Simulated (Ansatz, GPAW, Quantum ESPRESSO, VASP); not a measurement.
# Code comparison for TiNbB₄ (P1, 6 atoms in the cell)

Self-consistent single point, at a second geometry (atoms moved at random). First geometry:

```yaml
crystal:
  lattice:
    - [3.08703, 0.00000, 0.00000]
    - [-1.54351, 2.67345, 0.00000]
    - [0.00000, 0.00000, 6.59943]
  atoms:
    - { symbol: Ti, position: [0.00000, 0.00000, 0.50000] }
    - { symbol: Nb, position: [0.00000, 0.00000, 0.00000] }
    - { symbol: B, position: [0.33333, 0.66667, 0.74077] }
    - { symbol: B, position: [0.66667, 0.33333, 0.25923] }
    - { symbol: B, position: [0.66667, 0.33333, 0.74077] }
    - { symbol: B, position: [0.33333, 0.66667, 0.25923] }
```

Second geometry:
```
CELL_PARAMETERS angstrom
      3.08703     0.00000     0.00000
     -1.54351     2.67345     0.00000
      0.00000     0.00000     6.59943
ATOMIC_POSITIONS crystal
  Ti 0.99768 0.99758 0.49549
  Nb 0.98370 0.97944 0.00459
  B  0.33189 0.65622 0.74091
  B  0.66387 0.34703 0.26041
  B  0.67414 0.33398 0.73094
  B  0.34872 0.68574 0.26766
```

Shared settings, as Ansatz (a program for electronic structure) writes them: kpoints.mp_grid.grid = 10 10 4; scf.occupations.method = fermi_dirac; scf.occupations.width = 0.1 eV. Potentials and cutoffs stand in the table.

```
code                                                              model  ΔF from the first geometry (meV/atom)  pressure (GPa)  largest force (eV/Å)   cutoff
----------------  -----------------------------------------------------  -------------------------------------  --------------  --------------------  -------
GPAW              PBEsol, GPAW PAW datasets PBEsol (made by gpaw-setup)                                   24.1               –                 1.160   900 eV
Ansatz                                  PBEsol, PAW files made with PBE                                   23.0           -9.81                 1.126  default
Quantum ESPRESSO   PBEsol, SSSP 1.1.2 efficiency (PBE) pseudopotentials                                   22.9          -10.20                 1.119    50 Ry
VASP                         PBEsol, VASP's PBE PAW potentials (set 64)                                   23.4           -9.84                 1.139   400 eV
```

Size of the force on each atom (eV/Å): Sizes of forces hide their directions.

| code | Ti1 | Nb2 | B3 | B4 | B5 | B6 |
|---|---|---|---|---|---|---|
| GPAW | 0.651 | 0.978 | 0.296 | 0.716 | 0.974 | 1.160 |
| Ansatz | 0.644 | 0.982 | 0.282 | 0.702 | 0.932 | 1.126 |
| Quantum ESPRESSO | 0.643 | 0.981 | 0.278 | 0.696 | 0.927 | 1.119 |
| VASP | 0.648 | 0.986 | 0.287 | 0.709 | 0.946 | 1.139 |

A dash marks a value that a program does not give, or that is left out as unsure.

On Ansatz's run: spin polarisation is off.

The spread over the programs that give each value: ΔF from the first geometry within 1.2 meV/atom; pressure within 0.39 GPa; largest force within 0.041 eV/Å.

Ansatz's pressure is given at a fixed set of plane waves, as the other plane-wave codes print theirs; with its correction for the finite basis it is -9.68 GPa. The pressure of GPAW is left out: its cutoff lies under the one at which its stress was checked.

VASP's run is marked for a possible Pulay error in its stress at this cutoff; no cutoff test was made.

The starting cell comes from a database of computed structures (which also holds hypothetical and non-ambient phases and stackings), without a prior relaxation at this level. Its lattice was rescaled by a random factor within 2.5 % of one. For this run, on top of that: atoms moved at random.

Left out of this page: FLEUR (stopped by limits of time or memory); SIESTA (not drawn, or without a comparable value).

Keys are those of Ansatz 0.2.
